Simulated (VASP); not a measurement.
GaP (zinc blende): the bulk modulus from VASP (plane waves, PAW) at several levels of theory. Static lattice, third-order Birch-Murnaghan fit over five volumes.

```
level   bulk modulus (GPa)  error against measurement
------  ------------------  -------------------------
LDA                   89.9                     +0.3 %
PBE                   76.3                    -14.8 %
PBEsol                84.7                     -5.5 %
SCAN                  88.3                     -1.4 %
r2SCAN                88.3                     -1.5 %
HSEsol                94.5                     +5.5 %
```

Measured: 89.6 GPa at 0 K (as given by Daniel Mejia-Rodriguez et al., Physical Review B (2018), arXiv:1807.09216; 0 K value with the zero-point phonon effect removed).

The cell of the LDA run:

Space group F-43m (No. 216); a = b = c = 5.394 Å, α = β = γ = 90.00°

| atom | site | symmetry | x | y | z |
|---|---|---|---|---|---|
| Ga | 4a | -43m | 0.0000 | 0.0000 | 0.0000 |
| P | 4d | -43m | 0.7500 | 0.7500 | 0.7500 |
(The calculation used a cell of 2 atoms; values per cell refer to that cell.)

Only levels that ran to the end are used. Left out are those held back, those with too coarse a band path, GW runs whose mesh misses a band edge, hybrids' fits of cells that aren't cubic and levels without matching references; a question may draw on a part of the rest.

The compound is GaP in the zinc blende structure.
